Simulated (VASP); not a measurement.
An input for Quantum ESPRESSO's pw.x (written as the equivalent of a VASP run, and not itself run):

```
&CONTROL
  calculation = 'vc-relax'
  pseudo_dir = './pseudo'
  outdir = './out'
  tprnfor = .true.
  tstress = .true.
  nstep = 40
  forc_conv_thr = 0.00078
/
&SYSTEM
  ibrav = 0
  nat = 5
  ntyp = 2
  ecutwfc = 110
  occupations = 'smearing'
  smearing = 'gaussian'
  degauss = 0.003675
  input_dft = 'pbe'
/
&ELECTRONS
  conv_thr = 7.3e-08
  electron_maxstep = 100
/
&IONS
/
&CELL
  press = 450
/
ATOMIC_SPECIES
  La 138.905 La.upf
  O 15.999 O.upf
CELL_PARAMETERS angstrom
     1.9136768   -3.3145838    0.0000000
     1.9136768    3.3145838    0.0000000
     0.0000000    0.0000000    5.3902581
ATOMIC_POSITIONS crystal
  La   0.3333330  0.6666670  0.2310043
  La   0.6666670  0.3333330  0.7689957
  O    0.0000000  0.0000000  0.0000000
  O    0.3333330  0.6666670  0.6581782
  O    0.6666670  0.3333330  0.3418218
K_POINTS automatic
  7 7 4 0 0 0
```

Problem. Write the VASP files for the same calculation (PBE).

Solution. This is not unique; one that fits is 
**INCAR**
```
! general
SYSTEM =La2O3
PREC   =Accurate
ENCUT  =620   ! plane-wave cut-off (eV)
LREAL  =.FALSE.   ! projection in real space or not
LASPH  =.TRUE.   ! aspherical one-centre terms

! electronic loop
EDIFF  =1E-6   ! SCF stop (eV)
NELM   =100
ALGO   =Normal   ! blocked Davidson
LMAXMIX=6

! smearing
ISMEAR =0   ! Gaussian
SIGMA  =0.05   ! width (eV)

! functional
GGA    =PE   ! PBE

! ions
IBRION =2
NSW    =40   ! most ionic steps
ISIF   =3   ! ions, shape and volume
EDIFFG =-0.02
PSTRESS=450   ! kbar

! output
LWAVE  =.FALSE.
LCHARG =.FALSE.
```

**KPOINTS**
```
Automatic mesh
0
Gamma
7 7 4
0 0 0
```

**POSCAR**
```
La2O3
1.0
  1.9136767728  -3.3145838495   0.0000000000
  1.9136767728   3.3145838495   0.0000000000
  0.0000000000   0.0000000000   5.3902580961
La O
2 3
Cartesian
  1.9136767728   1.1048634929   1.2451730075
  1.9136767728  -1.1048634929   4.1450850886
  0.0000000000   0.0000000000   0.0000000000
  1.9136767728   1.1048634929   3.5477504515
  1.9136767728  -1.1048634929   1.8425076446
```

POTCAR, in this order: La O (PBE.64 set). Program: vasp_std.

The two are equivalent in intent, not identical: the potentials are each code's own (VASP's PAW set, PseudoDojo norm-conserving files in pw.x), so ENCUT and ecutwfc are chosen apart and not converted; conv_thr bounds pw.x's estimated SCF error, while EDIFF bounds the energy change between steps; forc_conv_thr acts on force components and is met together with etot_conv_thr.

The compound is La2O3 in the a-type structure. This run relaxes it under an external pressure of 45 GPa. Symmetry was kept, so distortions that lower it aren't found.
